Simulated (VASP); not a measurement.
As:

```xyz
2
Lattice="1.8798 1.0853 3.4858 -1.8798 1.0853 3.4858 0.0000 -2.1705 3.4858" Properties=species:S:1:pos:R:3 pbc="T T T"
As    0.0000    0.0000    2.3795
As    0.0000    0.0000    8.0778
```

* Program: VASP 6.6.1
* Task: relaxation of cell and atoms
* Functional: RPBE
* Potentials or basis: VASP PAW PBE potentials, release 64 (As)
* Cutoff: 600 eV
* k mesh: 15 × 15 × 15
* Occupations: gaussian, width 0.1 eV
* Spin: no spin polarisation

At the start: pressure 5.6 GPa; volume 21.33 Å³/atom.

Task: Where does the relaxation end?

Result: Over 67 steps the energy falls by 106.7 meV/atom and the volume is 36.62 Å³/atom (+71.7 %); space group R-3m (No. 166, to 0.05 Å).

The path:
| step | energy change (eV) | largest force (eV/Å) | pressure (GPa) | volume (Å³) |
| --- | --- | --- | --- | --- |
| 1 | 0.0000 | 0.3063 | 5.60 | 42.67 |
| 3 | -0.0490 | 0.2418 | 0.25 | 45.47 |
| 5 | -0.0572 | 0.0353 | 0.07 | 46.50 |
| 7 | -0.0706 | 0.0012 | 0.15 | 47.93 |
| 9 | -0.1106 | 0.1718 | 2.42 | 53.24 |
| 11 | -0.0914 | 0.8310 | 5.13 | 54.91 |
| 13 | -0.0528 | 1.0597 | 6.78 | 56.04 |
| 15 | -0.0538 | 1.0410 | 6.75 | 56.16 |
| 17 | -0.0574 | 0.9572 | 6.62 | 56.68 |
| 19 | -0.0565 | 0.6377 | 6.22 | 58.73 |
| 21 | -0.0625 | 0.7347 | 6.25 | 58.07 |
| 23 | -0.0898 | 0.5785 | 5.42 | 58.54 |
| 25 | -0.1611 | 0.0129 | 2.45 | 60.43 |
| 27 | -0.1798 | 0.4323 | 0.18 | 62.18 |
| 29 | -0.1822 | 0.3624 | 0.29 | 62.19 |
| 31 | -0.1894 | 0.0831 | 0.40 | 63.08 |
| 33 | -0.1906 | 0.0346 | 0.26 | 63.11 |
| 35 | -0.1912 | 0.2140 | -0.66 | 65.08 |
| 37 | -0.1925 | 0.1304 | -0.27 | 64.33 |
| 39 | -0.1966 | 0.0608 | -0.20 | 65.30 |
| 41 | -0.2036 | 0.2725 | 0.17 | 69.18 |
| 43 | -0.2078 | 0.1900 | 0.03 | 70.46 |
| 45 | -0.2113 | 0.1092 | -0.43 | 76.15 |
| 47 | -0.2125 | 0.0022 | -0.28 | 74.21 |
| 49 | -0.2132 | 0.0344 | -0.01 | 73.84 |
| 51 | -0.2133 | 0.0142 | 0.00 | 73.79 |
| 53 | -0.2133 | 0.0033 | -0.01 | 73.79 |
| 55 | -0.2133 | 0.0042 | -0.01 | 73.77 |
| 57 | -0.2133 | 0.0065 | 0.02 | 73.62 |
| 59 | -0.2133 | 0.0027 | 0.01 | 73.60 |
| 61 | -0.2133 | 0.0139 | -0.03 | 73.50 |
| 63 | -0.2134 | 0.0115 | -0.02 | 73.44 |
| 65 | -0.2134 | 0.0007 | -0.02 | 73.16 |
| 67 | -0.2134 | 0.0040 | -0.02 | 73.24 |

Final structure:
```
As
1.0
     1.82540    1.05390    6.34535
    -1.82540    1.05390    6.34535
     0.00000   -2.10779    6.34535
As
2
Direct
  0.20329 0.20329 0.20329
  0.79671 0.79671 0.79671
```

Caveat: the volume moved by over 15 % at a fixed basis, so the end points are rough; the PAW data sets were made with another functional, which shifts forces and pressure a little; the volume moved by +72 % from the deposited cell, more than functionals usually miss.
